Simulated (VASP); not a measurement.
# How uniaxial stress along [001] changes C, part 2 of 2

How do the elastic response and the band edges of C follow uniaxial stress along [001]?

VASP 6.6.1, plane waves and PAW; the level of theory is named at each step.

So far: Set-up; Relax the crystal, LDA; Strain across the axis, LDA; Band edges, TB-mBJ with spin-orbit coupling.

## 5. Band edges, r2SCAN with spin-orbit coupling

Short lines in KPOINTS_OPT sample the zone centre along and across the axis, for masses, and the other valleys.

Level: r2SCAN, spin-orbit coupling; plane waves and PAW (C).

Input file INCAR:

```
SYSTEM = C
PREC = Accurate
ENCUT = 600
EDIFF = 1E-06
NELM = 100
ISMEAR = 0
SIGMA = 0.02
LREAL = .FALSE.
ALGO = Normal
METAGGA = R2SCAN
LASPH = .TRUE.
LNONCOLLINEAR = .TRUE.
MAGMOM = 0 0 0 0 0 0
NBANDS = 18
GGA_COMPAT = .FALSE.
LSORBIT = .TRUE.
LWAVE = .FALSE.
LCHARG = .FALSE.
KPAR = 3
```

Input file POSCAR:

```
C
1.0
    0.0000000000      1.7658882280      1.7757034680
    1.7658882280      0.0000000000      1.7757034680
    1.7658882280      1.7658882280      0.0000000000
C
2
Direct
    0.0000000000      0.0000000000      0.0000000000
    0.2500000000      0.2500000000      0.2500000000
```

Input file KPOINTS:

```
Automatic mesh
0
Gamma
11 11 11
0 0 0
```

Input file KPOINTS_OPT:

```
Line mode
6
Line-mode
Reciprocal
  0.00000000   0.00000000   0.00000000
  0.01413060   0.01413060  -0.00000000

  0.00000000   0.00000000   0.00000000
 -0.00000000  -0.01405249  -0.01405249

  0.31000000   0.31000000   0.00000000
  0.50000000   0.50000000   0.00000000

  0.00000000   0.31000000   0.31000000
  0.00000000   0.50000000   0.50000000

  0.45000000   0.45000000   0.45000000
  0.50000000   0.50000000   0.50000000

  0.45000000   0.00000000   0.00000000
  0.50000000   0.00000000   0.00000000

  0.42500000   0.42500000   0.00000000
  0.42500000   0.43905249   0.01405249

  0.50000000   0.50000000   0.50000000
  0.49006339   0.50993661   0.50000000
```

PAW data sets: C (LDA family, release 64).

On the command line:

```
> mpirun -np 3 vasp_ncl
```

Log:

```text
[banner, memory and clock lines left out]
running    3 mpi-ranks, on    1 nodes
[...]
[... a notice as in an earlier step ...]

 LDA part: xc-table for (None), standard interpolation
 POSCAR, INCAR and KPOINTS ok, starting setup
[...]
entering main loop
       N       E                     dE             d eps       ncg     rms          rms(c)
DAV:   1    -0.935320738855E+01   -0.93532E+01   -0.46534E+03  4544   0.101E+03
DAV:   2    -0.390239481956E+02   -0.29671E+02   -0.27550E+02  6348   0.191E+02
DAV:   3    -0.399604202975E+02   -0.93647E+00   -0.92749E+00  5322   0.264E+01
DAV:   4    -0.399636484343E+02   -0.32281E-02   -0.32274E-02  5566   0.187E+00
[...]
DAV:   8    -0.376217491551E+02   -0.12990E-02   -0.61672E-03  5058   0.732E-01    0.433E-01
DAV:   9    -0.376221168562E+02   -0.36770E-03   -0.16913E-04  5180   0.183E-01    0.157E-02
DAV:  10    -0.376221170806E+02   -0.22446E-06   -0.42373E-06  5354   0.203E-02
   1 F= -.37622117E+02 E0= -.37622117E+02  d E =-.602564E-16  mag=    -0.0000     0.0000    -0.0000
 Start KPOINTS_OPT (optional k-point list driver)
k-point batch [1-48\48]
       N       E                     dE             ncg
DAV:   1     0.224461096495E+04   -0.12473E+05     1728
DAV:   2     0.717899298765E+03   -0.15267E+04     2504
DAV:   3     0.671654657246E+03   -0.46245E+02     1890
DAV:   4     0.671515058814E+03   -0.13960E+00     2140
DAV:   5     0.671514712223E+03   -0.34659E-03     1836
DAV:   6     0.671514711077E+03   -0.11460E-05     1746
DAV:   7     0.671514711022E+03   -0.55336E-07     1434
```

Elapsed: 2.2 min, on 3 MPI ranks of AMD EPYC 7R43, shared host; peak memory 0.55 GiB; 6.5 min of CPU time.

Parts of OUTCAR (step 5):

```text
  Total        0.6785481      0.6785481      0.2886492      0.0000000      0.0000000      0.0000000
  in kB       98.1667327     98.1667327     41.7593804      0.0000000      0.0000000      0.0000000
  external PRESSURE =      79.3642819 kB  Pullay stress =       0.0000000 kB

 POSITION                                       TOTAL-FORCE (eV/Angst)
 -----------------------------------------------------------------------------------
      0.00000      0.00000      0.00000         0.000000      0.000000      0.000000
      0.88294      0.88294      0.88785        -0.000000     -0.000000     -0.000000
 -----------------------------------------------------------------------------------
    total drift:                                0.000000      0.000000      0.000000

  FREE ENERGIE OF THE ION-ELECTRON SYSTEM (eV)
  ---------------------------------------------------
  free  energy   TOTEN  =       -37.6221170806 eV

  energy  without entropy=      -37.6221170806  energy(sigma->0) =      -37.62211708

[... 2 parts as in an earlier step ...]

[... 1 further part left out ...]
[key lines of the parts left out:]
E-fermi :  10.4272
```

Read from the output:

| Item | Value |
| --- | --- |
| energy(sigma→0) of the program | -37.6221 eV |
| stress, compression positive | xx, yy, zz 9.82, 9.82, 4.18 GPa |

The run ends at a pressure of 7.94 GPa.

## 6. The whole series

Runs beyond LDA use the data sets made with LDA; this shifts their levels slightly, and their total energies have another zero (at TB-mBJ, which has no energy functional, they mean nothing).

The other members went through these steps as far as the tables show, with the same cutoff and, step by step, the same mesh; 43 runs are not shown. The session took 1.8 core hours (wall time by ranks) on a shared machine.

```tsv
strain along the axis (%)	strain across the axis (%)	stress along the axis, tension positive (GPa)	energy above the unstrained row (meV/atom)	gap on the mesh, LDA (eV)
-2.000	0.267	-21.604	7.867	3.606
-1.500	0.196	-16.171	4.494	3.748
-1.000	0.129	-10.761	2.050	3.889
-0.500	0.064	-5.380	0.555	4.028
0	0.004	-0.027	0.000	4.165
0.500	-0.056	5.294	0.325	4.085
1.000	-0.111	10.583	1.568	4.004
1.500	-0.163	15.836	3.711	3.924
2.000	-0.214	21.047	6.765	3.845
```

Slopes at zero strain, from cubics through all rows: strain ratio -0.120, stress over strain 1068 GPa.

Band edges at TB-mBJ with spin-orbit coupling, counted from the valence-band top at Γ, spin-orbit pairs averaged, with one row partly withheld:

```tsv
strain along the axis (%)	gap (eV)	conduction band at Γ (eV)	Δ or X valley along z (eV)	Δ or X valley along x (eV)	lowest conduction level at L, [111] (eV)	lowest conduction level at L, [-111] (eV)	second valence level below the top (eV)	third valence level below the top (eV)
-2.000	4.397	6.303	4.394	4.955	9.147	9.147	0.377	0.385
-1.500	4.548	6.402	4.545	4.963	9.277	9.277	0.281	0.289
-1.000	?	6.501	?	4.970	9.405	9.405	0.186	0.194
-0.500	4.844	6.599	4.843	4.980	9.528	9.528	0.091	0.100
0	4.987	6.687	4.986	4.987	9.615	9.615	0.000	0.012
0.500	4.905	6.626	5.038	4.904	9.467	9.467	0.008	0.098
1.000	4.823	6.561	5.088	4.822	9.287	9.287	0.008	0.192
1.500	4.742	6.498	5.136	4.741	9.105	9.105	0.008	0.286
2.000	4.663	6.435	5.183	4.661	8.925	8.925	0.008	0.380
```

Band edges at r2SCAN with spin-orbit coupling, counted from the valence-band top at Γ, spin-orbit pairs averaged:

```tsv
strain along the axis (%)	gap (eV)	conduction band at Γ (eV)	Δ or X valley along z (eV)	Δ or X valley along x (eV)	lowest conduction level at L, [111] (eV)	lowest conduction level at L, [-111] (eV)	second valence level below the top (eV)	third valence level below the top (eV)
-2.000	3.785	5.506	3.787	4.376	8.661	8.661	0.358	0.367
-1.500	3.936	5.607	3.938	4.376	8.768	8.768	0.267	0.276
-1.000	4.086	5.708	4.087	4.377	8.844	8.844	0.177	0.186
-0.500	4.233	5.808	4.235	4.379	8.915	8.915	0.086	0.096
0	4.376	5.897	4.377	4.378	8.979	8.979	0.000	0.014
0.500	4.292	5.835	4.433	4.293	8.888	8.888	0.009	0.094
1.000	4.207	5.771	4.487	4.208	8.757	8.757	0.009	0.184
1.500	4.124	5.708	4.539	4.125	8.605	8.605	0.009	0.273
2.000	4.042	5.645	4.591	4.043	8.441	8.441	0.009	0.362
```

## 7. A fit to the known rows

The quantity to fit is the splitting of the Δ or X valleys (z less x) at TB-mBJ with spin-orbit coupling: -0.561, -0.417, -0.136, -0.001, 0.134, 0.266, 0.394, 0.521 eV in the rows shown.

A least-squares parabola through the 8 rows shown, with d the strain along the axis less the strain across it, in %: E = − 0.002773 d² + 0.2414 d + 5.49e-4 (eV), r.m.s. residual 2.4e-4 eV.

For the withheld row, d = -1.129, the fit gives -0.2754 eV.

## 8. The withheld row

The calculation gives -0.2749 eV, so the prediction is 0.0005 eV too low, more than twice the residual of the fit.

The splitting is Ξu times d, with d as a fraction, so the linear term gives Ξu = 24.1 eV.

## 9. What came out

- Poisson ratio: 0.120
- Young's modulus along the axis: 1068 GPa
- gap of the unstrained cell, TB-mBJ with spin-orbit coupling: 4.99 eV
- gap of the unstrained cell, r2SCAN with spin-orbit coupling: 4.38 eV
- shear deformation potential Ξu of the Δ or X valleys: 24.1 eV
- error of the predicted row: -0.5 meV

What this shows: As a check, the curvature of the energy gives 1057 GPa for the same modulus (energy per volume = E/2 × strain²), 1 % from the slope of the stress. The energy also has a linear term worth 0.68 GPa that the stress column lacks, a mark of the finite basis. At TB-mBJ with spin-orbit coupling the lowest conduction valley is Δ or X throughout, and the gap runs between 4.40 and 4.99 eV. At r2SCAN with spin-orbit coupling the lowest conduction valley is Δ or X throughout, and the gap runs between 3.79 and 4.38 eV. Hole masses are left out throughout, since the top bands are degenerate or cross in many series; of conduction masses, those of the Γ, L and (for Si and Ge under (001) strain) Δ valleys are kept where they change by under an eighth between rows. A measured gap of unstrained C is 5.5 eV (arxiv:1902.02958, band gap, experimental literature value, temperature not given); the static gaps here belong to the lattice relaxed at LDA. TB-mBJ is a potential fitted for gaps; it has no energy functional, so its total energies and forces mean nothing, and its bands tend to come out too narrow. r2SCAN opens gaps somewhat over GGA but leaves them below measured values as a rule. Δ or X levels are the lowest on their line, refined by a parabola unless they lie at X; the gap is read from all points sampled and can differ from the lowest valley by some meV, or by tens of meV where strain moves the valence top off Γ. Temperature, zero-point motion and excitons are left out.

[Lines on the potential files, build, host, timing and source positions are cut from VASP's logs without a mark.]

[Logs are printed without paths, hosts, clocks, repeated set-up lines and the standing remarks that a program may print on its own settings, such as how far it seeks lower states.]

[Hosts, paths, dates, database ids (printed as entryN), source tags and the programs' standing remarks are cut or masked in the printed files.]

[In band tables of VASP the shares of atoms and orbitals are scaled to a sum of 1 inside the atoms' spheres.]
